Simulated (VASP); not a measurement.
Crystal: CsC.

```
Cs C
1.0
     0.00000    3.11005    3.11005
     3.11005    0.00000    3.11005
     3.11005    3.11005    0.00000
Cs C
1 1
Cartesian
  0.0000 0.0000 0.0000
  1.5550 1.5550 1.5550
```

The cell was built by a generator and needn't be a form met in nature.

| Item | Value |
| --- | --- |
| Program | VASP 6.6.1 |
| Task | relaxation of cell and atoms |
| Functional | PBE |
| Potentials or basis | VASP PAW PBE potentials, release 64 (Cs_sv, C) |
| Cutoff | 600 eV |
| k mesh | 7 × 7 × 7 |
| Occupations | gaussian, width 0.05 eV |
| Spin | no spin polarisation |

At the start: pressure 4.3 GPa; volume 30.08 Å³/atom.

**Question.** Where does the relaxation end?

**Answer.** Over 5 steps the energy falls by 109.2 meV/atom and the volume is 41.08 Å³/atom (+36.6 %); space group F-43m (No. 216, to 0.05 Å).

The path:
| step | energy change (eV) | largest force (eV/Å) | pressure (GPa) | volume (Å³) |
| --- | --- | --- | --- | --- |
| 1 | 0.0000 | 0.0000 | 4.32 | 60.16 |
| 2 | -0.1411 | 0.0000 | 2.05 | 67.51 |
| 3 | -0.2094 | 0.0000 | 0.55 | 76.57 |
| 4 | -0.2179 | 0.0000 | 0.12 | 80.74 |
| 5 | -0.2185 | 0.0000 | 0.00 | 82.17 |

Final structure:
```
Cs C
1.0
     0.00000    3.45058    3.45058
     3.45058    0.00000    3.45058
     3.45058    3.45058    0.00000
Cs C
1 1
Cartesian
  0.0000 0.0000 0.0000
  1.7253 1.7253 1.7253
```

Caveat: the volume moved by over 15 % at a fixed basis, so the end points are rough.
